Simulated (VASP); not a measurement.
Level of theory: PBE GGA, VASP's PBE PAW potentials (set 64) (plane waves; VASP).

VASP ran on this input.

KPOINTS:
```
kpoints
0
gamma
 12 12 12
```

**INCAR**
```
SYSTEM = AuAl2
PREC = Normal
ENCUT = 400
EDIFF = 1E-5
NELM = 100
ALGO = Fast
LREAL = .FALSE.
LASPH = .TRUE.
ISMEAR = 1
SIGMA = 0.1
GGA = PE
LMAXMIX = 6
LWAVE = .FALSE.
LCHARG = .FALSE.
NELMIN = 4
IBRION = 2
ISIF = 2
NSW = 20
EDIFFG = -0.03
```

### POSCAR
```
AuAl2
1
    0.0000000000     3.0282213873     3.0282213873
    3.0282213873     0.0000000000     3.0282213873
    3.0282213873     3.0282213873     0.0000000000
Al Au
2 1
Direct
  0.2500000000   0.2500000000   0.2500000000
  0.7500000000   0.7500000000   0.7500000000
  0.0000000000   0.0000000000   0.0000000000
```

POTCAR, in this order: Al Au (PBE.64 set). Program: vasp_std.

The run wrote:

### OSZICAR
```
       N       E                     dE             d eps       ncg     rms          rms(c)
DAV:   1     0.493457367719E+02    0.49346E+02   -0.60047E+03  1784   0.935E+02
DAV:   2    -0.115830729560E+02   -0.60929E+02   -0.56353E+02  1984   0.178E+02
DAV:   3    -0.132440050257E+02   -0.16609E+01   -0.16445E+01  2168   0.292E+01
DAV:   4    -0.132569121566E+02   -0.12907E-01   -0.12903E-01  1940   0.309E+00
DAV:   5    -0.132571154647E+02   -0.20331E-03   -0.20329E-03  2204   0.403E-01    0.879E+00
RMM:   6    -0.121019409650E+02    0.11552E+01   -0.60026E+00  1728   0.187E+01    0.359E+00
RMM:   7    -0.120469548014E+02    0.54986E-01   -0.26549E-01  1728   0.399E+00    0.194E+00
RMM:   8    -0.120226066237E+02    0.24348E-01   -0.57390E-02  1728   0.182E+00    0.290E-01
RMM:   9    -0.120213249772E+02    0.12816E-02   -0.14108E-02  1738   0.956E-01    0.237E-01
RMM:  10    -0.120216726709E+02   -0.34769E-03   -0.22041E-03  1764   0.358E-01    0.139E-01
RMM:  11    -0.120217553095E+02   -0.82639E-04   -0.14582E-03  1728   0.266E-01    0.621E-02
RMM:  12    -0.120216892923E+02    0.66017E-04   -0.28264E-04  1730   0.135E-01    0.118E-02
RMM:  13    -0.120216910673E+02   -0.17750E-05   -0.54412E-05  1381   0.569E-02
   1 F= -.12021691E+02 E0= -.12021598E+02  d E =-.120217E+02
```

**OUTCAR**
```
------------------------ aborting loop because EDIFF is reached ----------------------------------------
  FORCE on cell =-STRESS in cart. coord.  units (eV):
  Direction    XX          YY          ZZ          XY          YZ          ZX
  --------------------------------------------------------------------------------------
  Total        0.0196071      0.0196071      0.0196071      0.0000000      0.0000000     -0.0000000
  in kB        0.5656292      0.5656292      0.5656292      0.0000000      0.0000000     -0.0000000
  external PRESSURE =       0.5656292 kB  Pullay stress =       0.0000000 kB
  volume of cell :       55.54
      direct lattice vectors                 reciprocal lattice vectors
     0.000000000  3.028221387  3.028221387    -0.165113423  0.165113423  0.165113423
     3.028221387  0.000000000  3.028221387     0.165113423 -0.165113423  0.165113423
     3.028221387  3.028221387  0.000000000     0.165113423  0.165113423 -0.165113423
 POSITION                                       TOTAL-FORCE (eV/Angst)
 -----------------------------------------------------------------------------------
      1.51411      1.51411      1.51411         0.000000      0.000000      0.000000
      4.54233      4.54233      4.54233         0.000000      0.000000      0.000000
      0.00000      0.00000      0.00000        -0.000000     -0.000000      0.000000
 -----------------------------------------------------------------------------------
    total drift:                               -0.000000      0.000000      0.000000
  FREE ENERGIE OF THE ION-ELECTRON SYSTEM (eV)
  ---------------------------------------------------
  free  energy   TOTEN  =       -12.0216910673 eV

  energy  without entropy=      -12.0214116147  energy(sigma->0) =      -12.02159792

 reached required accuracy - stopping structural energy minimisation
```
(Selected blocks of OUTCAR.)

The compound is AuAl2 in the fluorite structure. It was relaxed first. The electron count is odd and the run is not spin-polarised, which forces a metal.
